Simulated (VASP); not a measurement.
Given:

```yaml
crystal:
  lattice:
    - [2.89887, 0.00000, 0.00000]
    - [-1.44943, 2.51049, 0.00000]
    - [0.00000, 0.00000, 4.83053]
  atoms:
    - { symbol: Au, position: [0.33333, 0.66667, 0.75000] }
    - { symbol: Au, position: [0.66667, 0.33333, 0.25000] }
```

All values below come from r2SCAN meta-GGA, VASP's PBE PAW potentials (set 64) (plane waves; VASP). Run with 400 eV cut-off, 16×16×9 Γ-centred mesh, tetrahedra with Blöchl corrections, potentials Au.

Task: Give the energies of bands 1 to 14 at the high-symmetry points, in eV from the Fermi level.

Result: 
| band | Γ | M | K | A | L | H |
|---|---|---|---|---|---|---|
| 1 | -9.78 | -6.92 | -6.26 | -8.07 | -7.02 | -6.04 |
| 2 | -7.40 | -6.85 | -5.70 | -8.07 | -7.02 | -6.04 |
| 3 | -4.94 | -6.38 | -5.70 | -4.90 | -5.99 | -5.37 |
| 4 | -4.71 | -4.74 | -5.15 | -4.90 | -5.99 | -5.37 |
| 5 | -4.71 | -4.49 | -4.84 | -4.76 | -3.63 | -4.69 |
| 6 | -4.40 | -4.21 | -4.84 | -4.76 | -3.63 | -4.69 |
| 7 | -4.40 | -3.74 | -3.85 | -4.76 | -2.56 | -3.86 |
| 8 | -3.78 | -2.16 | -2.64 | -4.76 | -2.56 | -3.86 |
| 9 | -3.78 | -2.11 | -2.64 | -2.86 | -2.00 | -2.34 |
| 10 | -2.40 | -1.93 | -2.54 | -2.86 | -2.00 | -2.34 |
| 11 | -2.40 | 0.36 | 2.32 | -2.86 | 0.61 | 4.29 |
| 12 | -0.82 | 1.49 | 2.32 | -2.86 | 0.61 | 4.29 |
| 13 | 2.67 | 6.00 | 3.99 | 11.07 | 3.92 | 4.72 |
| 14 | 15.38 | 7.48 | 9.82 | 11.07 | 3.92 | 4.72 |

It has no gap at this level: it comes out as a metal or semimetal.

The structure comes from a measured Au entry (P6_3/mmc) of the Crystallography Open Database, whose conditions weren't checked. It was relaxed first.
